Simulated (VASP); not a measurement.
Crystal: Al.

```xyz
1
Lattice="0.0000 2.0200 2.0200 2.0200 0.0000 2.0200 2.0200 2.0200 0.0000" Properties=species:S:1:pos:R:3 pbc="T T T"
Al    0.0000    0.0000    0.0000
```

The cell was built by a generator and needn't be a form met in nature.

```yaml
Program: VASP 6.6.1
Task: relaxation of cell and atoms
Functional: LDA
Potentials_or_basis: VASP PAW LDA potentials, release 64 (Al)
Cutoff: 600 eV
k_mesh: 36 × 36 × 36
Occupations: methfessel-paxton, width 0.2 eV
Spin: no spin polarisation
```

At the start: pressure -3.2 GPa; volume 16.48 Å³/atom.

Task: How do energy, volume and symmetry change on relaxing?

Result: Over 3 steps the energy falls by 6.9 meV/atom and the volume is 15.81 Å³/atom (-4.1 %); space group Fm-3m (No. 225, to 0.05 Å).

The path:
| step | energy change (eV) | largest force (eV/Å) | pressure (GPa) | volume (Å³) |
| --- | --- | --- | --- | --- |
| 1 | 0.0000 | 0.0000 | -3.18 | 16.48 |
| 2 | -0.0067 | 0.0000 | 0.54 | 15.72 |
| 3 | -0.0069 | 0.0000 | 0.00 | 15.81 |

Final structure:
```xyz
1
Lattice="0.0000 1.9923 1.9923 1.9923 0.0000 1.9923 1.9923 1.9923 0.0000" Properties=species:S:1:pos:R:3 pbc="T T T"
Al    0.0000    0.0000    0.0000
```
